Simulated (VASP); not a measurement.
Consider the following.

```yaml
crystal:
  lattice:
    - [3.91458, 0.00000, 0.00000]
    - [0.00000, 3.91458, 0.00000]
    - [0.00000, 0.00000, 3.91458]
  atoms:
    - { symbol: Sn, position: [0.99874, 0.00158, 0.99457] }
    - { symbol: Mo, position: [0.48513, 0.49963, 0.50379] }
    - { symbol: O, position: [0.00388, 0.49719, 0.50106] }
    - { symbol: O, position: [0.51089, 0.49915, 0.00330] }
    - { symbol: O, position: [0.50135, 0.00245, 0.49728] }
```

Computed with LDA (Ceperley-Alder, Perdew-Zunger), VASP's LDA PAW potentials (set 64) (plane waves; VASP). Run with 400 eV cut-off, 4×4×4 Γ-centred mesh, Gaussian smearing of 0.050 eV, potentials Sn_d Mo_sv O.

At this cut-off the stress carries a Pulay error, which pulls relaxed volumes low.

Q: Which forces act on the atoms, in eV/Å?

A: 
```
atom      Fx      Fy      Fz
----  ------  ------  ------
Sn1   -0.244   0.013   0.044
Mo2    1.884   0.175  -0.260
O3    -1.237   0.058   0.087
O4    -0.244   0.013  -0.022
O5    -0.159  -0.259   0.151
```

Q: Give the stress tensor in GPa (positive for a compressed cell).

A: 
```
-0.94   0.04   0.08
 0.04  -0.20  -0.02
 0.08  -0.02  -0.34
```
The pressure is its mean diagonal, -0.49 GPa.

The structure was generated: SnMoO3 was put into an ordered model structure, which need not be its known phase. The cell was not relaxed at this level, atoms are displaced from their ideal sites. The k-mesh is coarse (spacing up to 0.40 per Å, 2π included), so the numbers may not be converged in it.
